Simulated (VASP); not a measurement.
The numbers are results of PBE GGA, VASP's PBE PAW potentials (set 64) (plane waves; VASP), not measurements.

VASP ran on this input.

INCAR:
```
# general
SYSTEM =Gd
PREC   =Accurate
ENCUT  =400
LREAL  =.False.
LASPH  =.True.

# electronic loop
EDIFF  =1E-3
NELM   =100
ALGO   =Normal
LMAXMIX=6

# smearing
ISMEAR =1
SIGMA  =0.1

# functional
GGA    =PE

# ions
ISIF   =2

# output
LWAVE  =.False.
LCHARG =.False.
```

**POSCAR**
```
Gd
1
    1.7840020000    -3.0654930000     0.0000000000
    1.7840020000     3.0654930000     0.0000000000
    0.0000000000     0.0000000000     5.8312260000
Gd
2
Direct
  0.3333330000   0.6666670000   0.2500000000
  0.6920380000   0.3587040000   0.7500000000
```

### KPOINTS
```
Automatic
0
G
11 11 6
```

POTCAR, in this order: Gd_3 (PBE.64 set). Program: vasp_std.

Output

### OSZICAR
```
       N       E                     dE             d eps       ncg     rms          rms(c)
DAV:   1     0.342614846853E+02    0.34261E+02   -0.78838E+03  6368   0.101E+03
DAV:   2    -0.762713453491E+01   -0.41889E+02   -0.40877E+02  7269   0.209E+02
DAV:   3    -0.910316442762E+01   -0.14760E+01   -0.13874E+01  8474   0.250E+01
DAV:   4    -0.913017939521E+01   -0.27015E-01   -0.26861E-01  7731   0.350E+00
DAV:   5    -0.913091693894E+01   -0.73754E-03   -0.73741E-03  9105   0.432E-01    0.227E+01
DAV:   6    -0.913374607371E+01   -0.28291E-02   -0.20297E-02  6869   0.115E+00    0.136E+01
DAV:   7    -0.914303700211E+01   -0.92909E-02   -0.36136E-02  6874   0.153E+00    0.208E-01
DAV:   8    -0.914269026423E+01    0.34674E-03   -0.19647E-03  5348   0.341E-01
   1 F= -.91426903E+01 E0= -.91429990E+01  d E =0.926092E-03
```

### OUTCAR
```
------------------------ aborting loop because EDIFF is reached ----------------------------------------
  FORCE on cell =-STRESS in cart. coord.  units (eV):
  Direction    XX          YY          ZZ          XY          YZ          ZX
  --------------------------------------------------------------------------------------
  Total        0.7220523      0.9092897      0.0749373     -0.1123526      0.0000000      0.0000000
  in kB       18.1381791     22.8416413      1.8824491     -2.8223316      0.0000000      0.0000000
  external PRESSURE =      14.2874232 kB  Pullay stress =       0.0000000 kB
  volume of cell :       63.78
      direct lattice vectors                 reciprocal lattice vectors
     1.784002000 -3.065493000  0.000000000     0.280268744 -0.163105902  0.000000000
     1.784002000  3.065493000  0.000000000     0.280268744  0.163105902  0.000000000
     0.000000000  0.000000000  5.831226000     0.000000000  0.000000000  0.171490524
 POSITION                                       TOTAL-FORCE (eV/Angst)
 -----------------------------------------------------------------------------------
      1.78400      1.02183      1.45781         0.065954      0.011850      0.000000
      1.87453     -1.02183      4.37342        -0.065954     -0.011850     -0.000000
 -----------------------------------------------------------------------------------
    total drift:                                0.000004     -0.000000      0.000000
  FREE ENERGIE OF THE ION-ELECTRON SYSTEM (eV)
  ---------------------------------------------------
  free  energy   TOTEN  =        -9.1426902642 eV

  energy  without entropy=       -9.1436163566  energy(sigma->0) =       -9.14299896
```
(Selected blocks of OUTCAR.)

The 4f electrons are frozen in the core of the lanthanide potential, so 4f levels, which can set the real gap, and their magnetism are missing.

The compound is Gd in the hcp structure. The cell was not relaxed at this level, atoms are displaced from their ideal sites. The run is one of a series of settings (EDIFF = 1E-3 against the base run), some of them coarse on purpose.
